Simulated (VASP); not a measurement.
Here is the system:

CdSe has the cubic space group F-43m (No. 216), the zinc blende structure, Pearson symbol cF8. Lattice parameters: a = b = c = 6.1913 Å, α = β = γ = 90.00°. Cd on 4a has 4 Se at 2.681 Å (tetrahedral). Se on 4d is coordinated by 4 Cd at 2.681 Å (tetrahedral). (Neighbours: up to the widest gap in distance over summed covalent radii, below 1.35, at either atom; cation-cation and far metal-metal contacts left out.)
(The calculation used a cell of 2 atoms; values per cell refer to that cell.)

The numbers are results of PBE GGA, VASP's PBE PAW potentials (set 64) (plane waves; VASP), not measurements. Numerical set-up: 480 eV cut-off, 8×8×8 Γ-centred mesh, Gaussian smearing of 0.050 eV, potentials Cd Se.

Each relaxation starts from this cell; other phases were not tried.

Task: The cell is relaxed at 5 GPa. What happens?

Result: The volume per atom goes from 29.67 to 27.32 Å³ (-7.9 %), and the cell becomes a = b = c = 6.0235 Å, α = β = γ = 90.00°, space group F-43m. The gap on the mesh goes from 0.50 to 0.67 eV.

Task: The cell is relaxed at 20 GPa. What happens?

Result: The volume per atom goes from 29.67 to 23.29 Å³ (-21.5 %), and the cell becomes a = 5.712 Å, b = 5.712 Å, c = 5.712 Å, α = 90.00°, β = 90.00°, γ = 90.00°, space group F-43m. The gap on the mesh goes from 0.50 to 0.99 eV.

Failed runs are left out, and for metals the shear rows, which the mesh's noise covers.

The compound is CdSe in the zinc blende structure, whereas wurtzite is the usual form.
